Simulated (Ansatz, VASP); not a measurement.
KPt: VASP beside Ansatz

INCAR

```
SYSTEM = KPt
PREC = Accurate
ENCUT = 520
EDIFF = 1E-6
ISMEAR = -1
SIGMA = 0.1
LREAL = .FALSE.
LASPH = .TRUE.
NELM = 100
ALGO = Normal
ISIF = 2
LWAVE = .FALSE.
LCHARG = .FALSE.
GGA = PE
NBANDS = 16
```

Contents of KPOINTS:

```
Automatic mesh
0
G
  11 11 6
  0 0 0
```

The input POSCAR:

```
KPt
1.0
    2.9807064804      0.0000000000      0.0000000000
   -1.4903537368      2.5813677966      0.0000000000
    0.0000000000      0.0000000000      5.3097005566
K Pt
1 1
Direct
    0.3333333333      0.6666666667      0.5000000000
    0.0000000000      0.0000000000      0.0000000000
```

Input for Ansatz:

```yaml
crystal:
  lattice:
    - [2.980706480402763, 0.0, 0.0]
    - [-1.490353736845576, 2.581367796603927, 0.0]
    - [0.0, 0.0, 5.309700556575674]
  atoms:
    - { symbol: K, position: [0.3333333333333333, 0.6666666666666666, 0.5] }
    - { symbol: Pt, position: [0.0, 0.0, 0.0] }
basis:
  ecutwfc: 470.0
kpoints:
  mp_grid:
    grid: [11, 11, 6]
hamiltonian:
  xc: pbe
  pseudopotentials:
    kind: paw
scf:
  occupations:
    method: fermi_dirac
    width: 0.1
output:
  stress: true
```

The cell comes from a database or a generator and needn't be the stable form of this composition.

Alike in both runs: task single point; functional PBE; k mesh 11 × 11 × 6; occupations fermi-dirac, width 0.1 eV; no spin polarisation.

|  | VASP | Ansatz |
| --- | --- | --- |
| version | VASP 6.6.1 | Ansatz 0.2.0 |
| potentials or method | VASP PAW PBE potentials, release 64 (K_sv, Pt) | plane waves, PAW |
| plane-wave cutoff (eV) | 520 | 470 |
| valence electrons in the cell | 19 | 27 |

VASP gave:

```
pressure (GPa)                                  : 1.8
largest component of the traceless stress (GPa) : 0.59
```

Q: What did Ansatz give for the same quantities?

A: Pressure (GPa): 1.6; largest component of the traceless stress (GPa): 0.57.

The functional is the same, so the differences come from potentials, cutoffs and numerics. The two sets of potentials don't hold the same shells in valence.

The runs have no spin-orbit coupling, so splittings on Pt are missing.
